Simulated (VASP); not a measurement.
# AlIn$_{3}$N$_{4}$ (ordered alloy cell): computed properties

Computed with PBEsol GGA, VASP's PBE PAW potentials (set 64) (plane waves; VASP).

| Item | Result |
|---|---|
| space group | Amm2 (38) |
| cell | a = 3.414 Å, b = 6.844 Å, c = 9.679 Å, α = 90.00°, β = 90.00°, γ = 90.00° |
| volume per atom | 14.13 Å³/atom |
| band gap (over mesh and band path) | 0.17 eV |
| smallest direct gap (over mesh and band path) | 0.17 eV |
| band-edge character | direct, Γ to Γ |
| density | 6.28 g/cm³ |

```yaml
crystal:
  lattice:
    - [-0.00585, 4.83347, 4.83954]
    - [4.83347, -0.00585, 4.83954]
    - [2.41381, 2.41381, 0.00000]
  atoms:
    - { symbol: In, position: [0.99860, 0.99860, 0.00280] }
    - { symbol: In, position: [0.99919, 0.50154, 0.99927] }
    - { symbol: In, position: [0.50154, 0.99919, 0.99927] }
    - { symbol: N, position: [0.12510, 0.12510, 0.24980] }
    - { symbol: N, position: [0.15569, 0.61505, 0.22926] }
    - { symbol: N, position: [0.61505, 0.15569, 0.22926] }
    - { symbol: N, position: [0.60581, 0.60581, 0.28837] }
    - { symbol: Al, position: [0.49901, 0.49901, 0.00197] }
```

Unless said otherwise, spin-orbit coupling is left out, though it shifts the bands of the heavy elements here.

The structure was generated: AlIn3N4 was put into an ordered model structure (Amm2), which need not be its known phase. It was relaxed first. Symmetry was kept, so distortions that lower it aren't found.
